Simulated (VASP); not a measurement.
Consider the following.

```xyz
1
Lattice="0.0000 2.0392 2.0392 2.0392 0.0000 2.0392 2.0392 2.0392 0.0000" Properties=species:S:1:pos:R:3 pbc="T T T"
Au     0.0000     0.0000     0.0000
```

Level of theory: optB86b-vdW, VASP's PBE PAW potentials (set 64) (plane waves; VASP 6.6.1). Run with 520 eV cut-off, 15×15×15 Γ-centred mesh, first-order Methfessel-Paxton smearing of 0.10 eV, potentials Au.

Unless said otherwise, spin-orbit coupling is left out, though it shifts the bands of the heavy elements here.

Q: Estimate the energy per atom (σ→0), pressure, band gap (on the k-mesh) with the smallest direct gap where there is one.

A: 
```json
{
 "band gap (on the k-mesh)": "none (metal, semimetal or under 0.01 eV)",
 "energy per atom (σ→0)": "-0.778 eV/atom",
 "pressure": "5.26 GPa"
}
```

Only differences to runs with the same potentials and settings are physical.

The compound is Au in the fcc structure. This cell is one point of a volume scan, at 0.97 of the reference volume.
